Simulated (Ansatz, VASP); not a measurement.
# Co in two plane-wave programs

Wanted: the spread between two codes on one cell, functional and k mesh. The cell is taken from a series of runs on this material, whose earlier steps may have relaxed, scaled, displaced or heated it; both programs get it as it stands.

Method: plane waves, with VASP 6.6.1 beside it; single point at PBEsol, in Ansatz 0.2.0.

## 1. The structure

It takes space group P6_3/mmc (No. 194, hexagonal). The conventional cell has a = 2.293 Å, b = 2.293 Å, c = 7.508 Å, α = 90.00°, β = 90.00°, γ = 120.00°. Nearest to Co lie 12 Co at 2.29 to 2.30 Å. Nearest to Co lie 12 Co at 2.29 to 2.30 Å.

## 2. Ansatz: single point, PBEsol, pair 1

Ansatz runs on its PAW soft_1 files.

A single point gives forces, pressure and levels at one fixed geometry, so differences don't come from the geometry; what else differs is listed under the comparison.

The input, input.yaml:

```yaml
crystal:
  lattice:
    - [2.29346639, 0.0, 0.0]
    - [-1.1467332, 1.98620016, 0.0]
    - [0.0, 0.0, 7.50845114]
  atoms:
    - { symbol: Co, position: [0.0, 0.0, 0.0], spin: 0.6 }
    - { symbol: Co, position: [0.33333333, 0.66666667, 0.25], spin: 0.6 }
    - { symbol: Co, position: [0.0, 0.0, 0.5], spin: 0.6 }
    - { symbol: Co, position: [0.66666667, 0.33333333, 0.75], spin: 0.6 }
magnetization:
  spin_polarized: true
kpoints:
  mp_grid: { grid: [19, 19, 5] }
hamiltonian:
  xc: pbesol
  pseudopotentials: { kind: paw, azcp: { folder: soft_1 }, xc_functional: pbe }
scf:
  occupations: { method: fermi_dirac, width: 0.1 }
  max_iter: 120
  convergence: { dr2_threshold: 1.0e-08 }
  lower_state_search: "off"
basis:
  ecutwfc: 420.0
output:
  stress: true
```

Launch:

```bash
> ansatz run input.yaml --threads 1 --pin off --max-ram 2048MiB --backend cpu --events-out ev --progress --plain --runs-dir out
```

Numbers of over 12 decimals in the logs are rounded to 6 here.

Output:

```text
Warning: output.stress: scf.convergence.dr2_threshold = 1e-8 eV is looser than the 4e-10 eV advised for a printed stress (1e-10 eV for each atom of the cell: 4). What an SCF threshold leaves in a stress goes as its square root, and in the free energy as the threshold itself, and one threshold admits the most on a small cell: [figures from the program's tests cut] Set scf.convergence.dr2_threshold to 4e-10 eV or tighter. The threshold is an SCF's pass mark: one that does not reach it within its budget of iterations ends unconverged, or closes short of it on a stop that the run arms, and scf.convergence.dr2_threshold's page says what that costs each kind of run
Engine: ansatz 0.2.0, aarch64-unknown-linux-gnu
Pseudopotentials: kind: paw
Pseudopotential: Co, paw, valence charge 17, recommended cutoff 420 eV (normal), soft_1/Co.paw.azcp
Functional definition: PBEsol
  exchange = pbesol_x
  correlation = pbesol_c
Crystal: 4 atoms, lattice volume = 34.203 Å³
Basis set: ecut = 420 eV, 661 PW (Γ)
Bands: 43, of which v1, the nominal top of the filled ones, is band 34 counted from 1 (33 counted from 0)
Symmetry: 24 space group operations
Space group: P63/mmc (ITA 194), of the structure as read, at distance tolerance 3.2e-5 Å
Magnetic group: BNS 194.263 (UNI 1493), of the structure as read, at distance tolerance 3.2e-5 Å
k-points: 120 of 1805
Non-local potential: Co, projectors of the file, l = 0: 3, l = 1: 2, l = 2: 3, l = 3: 1
PAW form: soft (Blöchl's): semilocal exchange-correlation on the pseudo side does not see the compensation charge
PAW frozen core: Co, regenerated for the run's functional, and the local potential with it (the file was generated under x = pbe(κ = 0.804, μ = 0.219515), c = pbe(β = 0.066725))
PAW one-centre angular grid: Co, 590 points (default); XC on 64 Gauss nodes
Initial density: superposition of atomic densities (chi_scale 0.1, normalization cell)
Starting moments: Σ|m| = 2.4 μB on 4 of 4 sites
Initial wavefunctions: pseudopotential atomic-orbital guess
Functional: x = pbesol(κ = 0.804, μ = 0.123457), c = pbesol(β = 0.046)
iter 1 solved again at ethr=2.39e-3 eV; its pass at ethr=3.10e-3 eV (dr2=1.63e0 eV) is discarded
SCF iter   1: F=—  HF=-20370.789353 eV  |F-HF|=—  |Δ(HF+E_count)|=         —  Δρ=4.77e-2 (↑4.77e-2 ↓4.09e-2)  dr2=1.65e0  dr2_m=2.94e-2  M=1.871 μB ∫|m|=1.909 μB  β_m=0.30  ethr=2.39e-3  ⟨swp⟩=1.0  Hψ=46580  notcnv=0
preconditioner: auto → none  [metal: Δε(μ)=0.003 eV  Ē_g=8.663 eV  σ=0.100 eV  W_gap=0.01  n_scr=6 (ndim 8)  ℏωp=38.1 eV  f_vac=0.000  D(μ)=6.86/eV (n_scr^D=122)  sad-step TF]
SCF iter   2: F=—  HF=-20370.410095 eV  |F-HF|=—  |Δ(HF+E_count)|=   3.79e-1  Δρ=1.57e-2 (↑1.57e-2 ↓1.52e-2)  dr2=1.41e-1  dr2_m=1.03e-2  M=1.929 μB ∫|m|=1.983 μB  β_m=0.30  ethr=2.39e-3  ⟨swp⟩=2.9  Hψ=16848  notcnv=0
SCF iter   3: F=—  HF=-20370.505087 eV  |F-HF|=—  |Δ(HF+E_count)|=   9.50e-2  Δρ=2.60e-2 (↑2.18e-2 ↓2.60e-2)  dr2=6.09e-1  dr2_m=9.90e-3  M=1.967 μB ∫|m|=2.035 μB  β_m=0.30  ethr=2.07e-4  ⟨swp⟩=2.3  Hψ=18497  notcnv=0  defer=190
SCF iter   4: F=—  HF=-20370.542665 eV  |F-HF|=—  |Δ(HF+E_count)|=   3.76e-2  Δρ=3.10e-2 (↑3.10e-2 ↓2.93e-2)  dr2=1.09e0  dr2_m=3.51e-3  M=1.948 μB ∫|m|=2.031 μB  β_m=0.30  ethr=2.07e-4  ⟨swp⟩=2.2  Hψ=14155  notcnv=0  defer=193
SCF iter   5: F=—  HF=-20370.603789 eV  |F-HF|=—  |Δ(HF+E_count)|=   6.11e-2  Δρ=6.35e-3 (↑6.35e-3 ↓2.56e-3)  dr2=7.96e-3  dr2_m=3.83e-3  M=1.963 μB ∫|m|=2.056 μB  β_m=0.30  ethr=2.07e-4  ⟨swp⟩=2.8  Hψ=17435  notcnv=0  defer=196
Mixer restart at iter 5: flushing history
spin-set hold released at iteration 5 (site moments contracting): the magnetisation degrees of freedom join the quasi-Newton model from the next iteration; the mixer history was flushed
SCF iter   6: F=—  HF=-20370.606888 eV  |F-HF|=—  |Δ(HF+E_count)|=   3.10e-3  Δρ=4.83e-3 (↑4.83e-3 ↓2.21e-3)  dr2=2.97e-3  dr2_m=3.09e-3  M=1.970 μB ∫|m|=2.070 μB  β_m=0.65  ethr=1.17e-5  ⟨swp⟩=1.0  Hψ=10992  notcnv=0  defer=196
SCF iter   7: F=—  HF=-20370.613817 eV  |F-HF|=—  |Δ(HF+E_count)|=   6.93e-3  Δρ=9.02e-3 (↑9.02e-3 ↓6.48e-3)  dr2=7.15e-2  dr2_m=1.89e-3  M=2.014 μB ∫|m|=2.140 μB  β_m=0.51  ethr=4.37e-6  ⟨swp⟩=2.1  Hψ=18278  notcnv=0  defer=196  recentre
SCF iter   8: F=—  HF=-20370.614122 eV  |F-HF|=—  |Δ(HF+E_count)|=   3.06e-4  Δρ=1.00e-2 (↑7.27e-3 ↓1.00e-2)  dr2=8.87e-2  dr2_m=2.99e-3  M=2.021 μB ∫|m|=2.147 μB  β_m=0.39  ethr=4.37e-6  ⟨swp⟩=2.3  Hψ=17158  notcnv=0  defer=196
[...]
SCF iter  16: F=—  HF=-20370.616950 eV  |F-HF|=—  |Δ(HF+E_count)|=   3.26e-4  Δρ=1.26e-3 (↑1.00e-3 ↓1.26e-3)  dr2=1.63e-5  dr2_m=3.98e-4  M=2.977 μB ∫|m|=3.165 μB  β_m=0.21  ethr=7.31e-8  ⟨swp⟩=2.4  Hψ=19000  notcnv=0  defer=195
SCF iter  17: F=—  HF=-20370.618636 eV  |F-HF|=—  |Δ(HF+E_count)|=   1.69e-3  Δρ=1.20e-3 (↑7.94e-4 ↓1.20e-3)  dr2=1.79e-4  dr2_m=2.76e-4  M=3.461 μB ∫|m|=3.679 μB  β_m=0.47  ethr=2.40e-8  ⟨swp⟩=3.8  Hψ=27666  notcnv=0  defer=194
SCF iter  18: F=—  HF=-20370.619242 eV  |F-HF|=—  |Δ(HF+E_count)|=   6.06e-4  Δρ=1.51e-3 (↑9.26e-4 ↓1.51e-3)  dr2=2.51e-4  dr2_m=3.34e-4  M=4.268 μB ∫|m|=4.538 μB  β_m=0.74  ethr=2.40e-8  ⟨swp⟩=4.7  Hψ=33475  notcnv=0  defer=194
SCF iter  19: F=—  HF=-20370.619047 eV  |F-HF|=—  |Δ(HF+E_count)|=   1.95e-4  Δρ=1.91e-3 (↑8.36e-4 ↓1.91e-3)  dr2=1.61e-3  dr2_m=2.43e-4  M=3.577 μB ∫|m|=3.803 μB  β_m=0.53  ethr=2.40e-8  ⟨swp⟩=4.2  Hψ=31558  notcnv=0  defer=202
SCF iter  20: F=—  HF=-20370.619525 eV  |F-HF|=—  |Δ(HF+E_count)|=   4.78e-4  Δρ=3.02e-4 (↑2.20e-4 ↓3.02e-4)  dr2=4.02e-6  dr2_m=1.96e-5  M=3.894 μB ∫|m|=4.139 μB  β_m=0.62  ethr=2.40e-8  ⟨swp⟩=3.1  Hψ=24271  notcnv=0  defer=203
SCF iter  21: F=—  HF=-20370.619571 eV  |F-HF|=—  |Δ(HF+E_count)|=   4.65e-5  Δρ=1.71e-4 (↑9.87e-5 ↓1.71e-4)  dr2=1.58e-5  dr2_m=2.11e-6  M=4.031 μB ∫|m|=4.283 μB  β_m=0.57  ethr=5.91e-9  ⟨swp⟩=3.1  Hψ=23591  notcnv=0  defer=203
SCF iter  22: F=—  HF=-20370.619571 eV  |F-HF|=—  |Δ(HF+E_count)|=   6.14e-7  Δρ=9.23e-5 (↑8.05e-5 ↓9.23e-5)  dr2=3.26e-6  dr2_m=1.54e-6  M=4.033 μB ∫|m|=4.285 μB  β_m=0.79  ethr=5.91e-9  ⟨swp⟩=1.0  Hψ=10152  notcnv=0  defer=203
SCF iter  23: F=—  HF=-20370.619574 eV  |F-HF|=—  |Δ(HF+E_count)|=   3.23e-6  Δρ=2.47e-5 (↑2.47e-5 ↓1.62e-5)  dr2=4.77e-7  dr2_m=2.55e-8  M=4.002 μB ∫|m|=4.252 μB  β_m=0.87  ethr=4.79e-9  ⟨swp⟩=2.5  Hψ=19346  notcnv=0  defer=203
SCF iter  24: F=—  HF=-20370.619574 eV  |F-HF|=—  |Δ(HF+E_count)|=   1.69e-8  Δρ=1.21e-5 (↑1.21e-5 ↓6.51e-6)  dr2=3.35e-8  dr2_m=1.83e-8  M=4.008 μB ∫|m|=4.259 μB  β_m=0.81  ethr=7.01e-10  ⟨swp⟩=2.2  Hψ=16974  notcnv=0  defer=203
SCF iter  25: F=-20370.619574 eV  HF=-20370.619574 eV  |F-HF|=1.17e-9  |Δ(HF+E_count)|=   4.27e-9  Δρ=6.92e-6 (↑3.98e-6 ↓6.92e-6)  dr2=2.26e-9  dr2_m=8.69e-9  M=4.007 μB ∫|m|=4.258 μB  ethr=1.47e-11  ⟨swp⟩=3.6  Hψ=43216  notcnv=0
SCF 1 converged in 25 iterations: F = -20370.619574 eV  dr2 = 2.26e-9
  greatest PAW one-centre occupation: 1.001 electrons in one spin orbital (limit 2), on the Co atom at site 2 (counted from 0), in its partial waves of l = 1
SCF converged after 25 iterations
Magnetization: 4.0074 μB (36.0037 up, 31.9963 down)
Absolute magnetization: 4.2650 μB (∫|ρ↑−ρ↓|, with the PAW one-centre terms)
Spin contamination: 0.0284 ħ² per cell (⟨S²⟩ above its minimum at these occupations)
Per-site moments (μB) at R_I (Å): [(1.058955, 0.946055), (1.002140, 0.946055), (1.058955, 0.946055), (1.002140, 0.946055)]
Free energy (F): -20370.619574 eV
Harris-Foulkes:  -20370.619574 eV  (|F-HF|=1.17e-9)
Internal energy: -20370.392176 eV  (E = F + TS)
E sigma→0 (E₀):  -20370.505875 eV
Entropy (-TS):   -0.227398 eV (-56.850 meV/atom)
Fermi energy:    24.593221 eV
--- Per-component energies (eV) ---
  E_band       = -601.967162
  E_kinetic    = 1192.696833
  E_local      = -9207.607935  (includes V_loc(G=0)·N_el)
  E_nonlocal   = 1749.169712
  E_hartree    = 4182.342707
  E_xc         = -378.348053
  E_vxc        = -489.177147  (∫ρ·V_xc dr)
  E_paw        = -6153.875576  (= ΣΔE_a)
  E_vpaw       = -2211.728496  (= ΣTr[D̂ρ^β])
  E_aug_tail   = -0.000163  (compensation charges beyond the density's cutoff)
  E_ewald      = -11755.523379
  E_core_change = 0.753678  (= ΣΔE_core)
  E_smearing   = -0.227398  (= −TS)
  E_closure    = -0.000000  (closes the sum)
  Σ components = -20370.619574   (vs F -20370.619574, Δ=0.00e0)
--- Stress (GPa, compression-positive) ---
       69.450953      -0.000000       0.000000
       -0.000000      69.450953       0.000000
        0.000000       0.000000      64.274631
  P = ⅓ Tr σ = 67.7255 GPa (677.255 kbar)
```

The run ends at a pressure of 67.73 GPa.

## 3. VASP: single point, PBEsol, pair 1

The same cell, functional, mesh and smearing now go to VASP, with its own data sets.

Lines of VASP's logs that name or quote its potential files are left out, and so is its time.

The input, INCAR:

```
SYSTEM = Co
PREC = Accurate
ENCUT = 600
EDIFF = 1E-06
NELM = 200
ISMEAR = -1
SIGMA = 0.1
LREAL = .FALSE.
ALGO = Normal
GGA = PS
NBANDS = 29
ISPIN = 2
MAGMOM = 1.06 1 1.06 1
LASPH = .TRUE.
LMAXMIX = 4
LORBIT = 11
LWAVE = .FALSE.
LCHARG = .FALSE.
ISIF = 2
GGA_COMPAT = .FALSE.
KPAR = 2
```

The input, POSCAR:

```
Co
1.0
    2.2934663900      0.0000000000      0.0000000000
   -1.1467332000      1.9862001600      0.0000000000
    0.0000000000      0.0000000000      7.5084511400
Co
4
Direct
    0.0000000000      0.0000000000      0.0000000000
    0.3333333333      0.6666666667      0.2500000000
    0.0000000000      0.0000000000      0.5000000000
    0.6666666667      0.3333333333      0.7500000000
```

The input, KPOINTS:

```
Automatic mesh
0
Gamma
19 19 5
0 0 0
```

Potentials, in the order of the species: Co (PBE family, release 64).

Launch:

```bash
> mpirun -np 2 vasp_std
```

Output:

```text
[banner, memory and clock lines left out]
running    2 mpi-ranks, on    1 nodes
 distrk:  each k-point on    1 cores,    2 groups
 distr:  one band on    1 cores,    1 groups

 POSCAR found type information on POSCAR Co
 POSCAR found :  1 types and       4 ions
|                                                                             |
|               ----> ADVICE to this user running VASP <----                  |
|                                                                             |
|     You enforced a specific xc type in the INCAR file but a different       |
|     [... a line on the potential file left out ...]
|     I HOPE YOU KNOW WHAT YOU ARE DOING!                                     |
|                                                                             |

 LDA part: xc-table for (Slater+PW92), standard interpolation
 POSCAR, INCAR and KPOINTS ok, starting setup
 FFT: planning ... GRIDC
 FFT: planning ... GRID_SOFT
 FFT: planning ... GRID
 WAVECAR not read
 entering main loop
       N       E                     dE             d eps       ncg     rms          rms(c)
DAV:   1     0.257322936720E+03    0.25732E+03   -0.16583E+04 14456   0.193E+03
DAV:   2    -0.175562448462E+02   -0.27488E+03   -0.25607E+03 13930   0.345E+02
DAV:   3    -0.343398740261E+02   -0.16784E+02   -0.15923E+02 14985   0.115E+02
DAV:   4    -0.346657710663E+02   -0.32590E+00   -0.32536E+00 16713   0.159E+01
DAV:   5    -0.346792547739E+02   -0.13484E-01   -0.13483E-01 19706   0.262E+00    0.290E+01
DAV:   6    -0.300301580945E+02    0.46491E+01   -0.20791E+01 15336   0.721E+01    0.644E+00
DAV:   7    -0.299368743128E+02    0.93284E-01   -0.28532E+00 15942   0.278E+01    0.836E+00
DAV:   8    -0.301173085638E+02   -0.18043E+00   -0.41206E+00 16475   0.353E+01    0.959E+00
DAV:   9    -0.296481371849E+02    0.46917E+00   -0.11289E+00 18703   0.198E+01    0.197E+00
DAV:  10    -0.296337283307E+02    0.14409E-01   -0.41183E-02 18163   0.229E+00    0.472E-01
DAV:  11    -0.296333973432E+02    0.33099E-03   -0.38482E-03 16667   0.807E-01    0.242E-01
DAV:  12    -0.296336384895E+02   -0.24115E-03   -0.52155E-04 19791   0.279E-01    0.132E-01
DAV:  13    -0.296339150611E+02   -0.27657E-03   -0.18584E-04 19276   0.193E-01    0.143E-01
DAV:  14    -0.296340260418E+02   -0.11098E-03   -0.49269E-05 16380   0.961E-02    0.134E-01
DAV:  15    -0.296344504138E+02   -0.42437E-03   -0.32630E-04 16031   0.265E-01    0.134E-01
DAV:  16    -0.296349556029E+02   -0.50519E-03   -0.67741E-04 16011   0.372E-01    0.115E-01
DAV:  17    -0.296360602190E+02   -0.11046E-02   -0.48414E-03 15938   0.105E+00    0.928E-02
DAV:  18    -0.296365666464E+02   -0.50643E-03   -0.43554E-03 16108   0.901E-01    0.772E-02
DAV:  19    -0.296366330906E+02   -0.66444E-04   -0.53670E-04 14938   0.230E-01    0.462E-02
DAV:  20    -0.296366122267E+02    0.20864E-04   -0.64786E-04 16348   0.379E-01    0.434E-02
DAV:  21    -0.296366352117E+02   -0.22985E-04   -0.65889E-05 16672   0.125E-01    0.229E-02
DAV:  22    -0.296366419237E+02   -0.67120E-05   -0.89195E-05 16332   0.140E-01    0.596E-03
DAV:  23    -0.296366419019E+02    0.21776E-07   -0.14069E-05 15147   0.627E-02    0.488E-03
DAV:  24    -0.296366428687E+02   -0.96675E-06   -0.39752E-06 11079   0.324E-02
   1 F= -.29636643E+02 E0= -.29521727E+02  d E =-.229833E+00  mag=     3.9746
```

From OUTCAR (step 3):

```text
ion  position               nearest neighbor table
   1  0.000  0.000  0.000-   4 2.30   2 2.30   4 2.30   2 2.30   4 2.30   2 2.30
   2  0.333  0.667  0.250-   1 2.30   3 2.30   1 2.30   3 2.30   1 2.30   3 2.30
   3  0.000  0.000  0.500-   4 2.30   2 2.30   4 2.30   2 2.30   4 2.30   2 2.30
   4  0.667  0.333  0.750-   1 2.30   3 2.30   1 2.30   3 2.30   1 2.30   3 2.30

  LATTYP: Found a hexagonal cell.
 ALAT       =     2.2934663900
 C/A-ratio  =     3.2738439825

 Subroutine GETGRP returns: Found 24 space group operations
 (whereof 12 operations were pure point group operations)

The static configuration has the point symmetry D_3d.
 The point group associated with its full space group is D_6h.

 Found    120 irreducible k-points:

   k-points           NKPTS =    120   k-points in BZ     NKDIM =    120   number of bands    NBANDS=     29

   dimension x,y,z NGX =    18 NGY =   18 NGZ =   60
   dimension x,y,z NGXF=    36 NGYF=   36 NGZF=  120

   ENCUT  =  600.0 eV  44.10 Ry    6.64 a.u.   4.58  4.58 15.00*2*pi/ulx,y,z

   NELECT =      36.0000    total number of electrons

 k-points in reciprocal lattice and weights: Automatic mesh
   0.00000000  0.00000000  0.00000000       0.001
   0.05263158  0.00000000  0.00000000       0.003
   0.10526316  0.00000000  0.00000000       0.003
   0.15789474  0.00000000  0.00000000       0.003
   0.21052632 -0.00000000  0.00000000       0.003
   0.26315789  0.00000000  0.00000000       0.003
   0.31578947 -0.00000000  0.00000000       0.003
   0.36842105 -0.00000000  0.00000000       0.003
   0.42105263 -0.00000000  0.00000000       0.003
[...]
0.36842105  0.26315789  0.40000000       0.007
   0.31578947  0.31578947  0.40000000       0.007

 average (electrostatic) potential at core
       1 -74.6541       2 -74.6492       3 -74.6541       4 -74.6492

 E-fermi :  13.9543

 spin component 1
 k-point     1 :       0.0000    0.0000    0.0000
  band No.  band energies     occupation
    ...
     20      13.2208      0.99935
     21      13.2208      0.99935
     22      13.5185      0.98736
     23      13.8236      0.78699
     24      13.8236      0.78699
     25      22.5809      0.00000
     26      31.5391      0.00000
     27      31.5809      0.00000
     28      37.7124      0.00000
     29      38.2418      0.00000

 k-point     2 :       0.0526    0.0000    0.0000
  band No.  band energies     occupation
    ...
     19      12.8966      0.99997
     20      12.9919      0.99993
     21      13.2132      0.99940
     22      13.2661      0.99897
     23      13.8319      0.77275
     24      14.7446      0.00037
     25      22.5874      0.00000
     26      31.6151      0.00000
     27      31.6555      0.00000
     28      37.3932      0.00000
    ...

 k-point     3 :       0.1053    0.0000    0.0000
  band No.  band energies     occupation
    ...
     19      12.9364      0.99996
     20      13.1944      0.99950
     21      13.2292      0.99929
     22      13.4030      0.99598
     23      13.8554      0.72886
     24      15.9065      0.00000
     25      22.6109      0.00000
     26      31.8384      0.00000
     27      31.8747      0.00000
     28      36.0589      0.00000
    ...

 k-point     4 :       0.1579    0.0000    0.0000
  band No.  band energies     occupation
    ...
     19      12.9703      0.99995
     20      13.1780      0.99958
     21      13.5286      0.98603
     22      13.6217      0.96530
     23      13.8895      0.65653
     24      17.1579      0.00000
     25      22.6614      0.00000
     26      32.1879      0.00000
     27      32.2144      0.00000
     28      33.7641      0.00000
    ...

 k-point     5 :       0.2105   -0.0000    0.0000
  band No.  band energies     occupation
    ...
     19      13.0139      0.99992
     20      13.1911      0.99952
     21      13.8472      0.74478
     22      13.8970      0.63947
     23      13.9273      0.56701
     24      18.4829      0.00000
     25      22.7473      0.00000
     26      31.2182      0.00000
     27      32.4421      0.00000
     28      32.6091      0.00000
    ...

 k-point     6 :       0.2632    0.0000    0.0000
  band No.  band energies     occupation
    ...
     16      12.4460      1.00000
     17      12.6229      1.00000
     18      12.6860      1.00000
     19      13.1137      0.99978
     20      13.2760      0.99887
     21      13.9632      0.47768
     22      14.1635      0.10985
     23      14.2075      0.07369
     24      19.8676      0.00000
     25      22.8476      0.00000
    ...

  Total       14.3524050     14.3524051     13.2755966     -0.0000000      0.0000000     -0.0000000
  in kB      672.3099092    672.3099115    621.8689557     -0.0000017      0.0000000     -0.0000000
  external PRESSURE =     655.4962588 kB  Pullay stress =       0.0000000 kB

  energy-cutoff  :      600.00
  volume of cell :       34.20
      direct lattice vectors                 reciprocal lattice vectors
     2.293466390  0.000000000  0.000000000     0.436021214  0.251736966  0.000000000
    -1.146733200  1.986200160  0.000000000     0.000000000  0.503473930  0.000000000
     0.000000000  0.000000000  7.508451140     0.000000000  0.000000000  0.133183260

 POSITION                                       TOTAL-FORCE (eV/Angst)
 -----------------------------------------------------------------------------------
      0.00000      0.00000      0.00000         0.000000     -0.000000     -0.000000
     -0.00000      1.32413      1.87711         0.000000     -0.000000     -0.000000
      0.00000      0.00000      3.75423         0.000000     -0.000000     -0.000000
      1.14673      0.66207      5.63134        -0.000000      0.000000      0.000000
 -----------------------------------------------------------------------------------
    total drift:                                0.000000     -0.000000      0.000000

  FREE ENERGIE OF THE ION-ELECTRON SYSTEM (eV)
  ---------------------------------------------------
  free  energy   TOTEN  =       -29.6366428687 eV

  energy  without entropy=      -29.4068102615  energy(sigma->0) =      -29.52172657

 total charge
# of ion       s       p       d       tot
------------------------------------------
    1        0.606   0.771   7.476   8.853
    2        0.605   0.774   7.477   8.856
    3        0.606   0.771   7.476   8.853
    4        0.605   0.774   7.477   8.856
--------------------------------------------------
tot          2.422   3.089  29.906  35.417

 magnetization (x)
# of ion       s       p       d       tot
------------------------------------------
    1       -0.011  -0.032   1.046   1.003
    2       -0.010  -0.034   0.988   0.944
    3       -0.011  -0.032   1.046   1.003
    4       -0.010  -0.034   0.988   0.944
--------------------------------------------------
tot         -0.042  -0.132   4.067   3.893

[... 6 further parts left out ...]
```

The magnetic state follows from one typed start and may not be the lowest.

(Continued in part 2 of 2.)

[Lines on the potential files, build, host, timing and source positions are cut from VASP's logs without a mark.]

[Logs are printed without paths, hosts, clocks, repeated set-up lines and the standing remarks that a program may print on its own settings, such as how far it seeks lower states.]

[Hosts, paths, dates, database ids (printed as entryN), source tags and the programs' standing remarks are cut or masked in the printed files.]
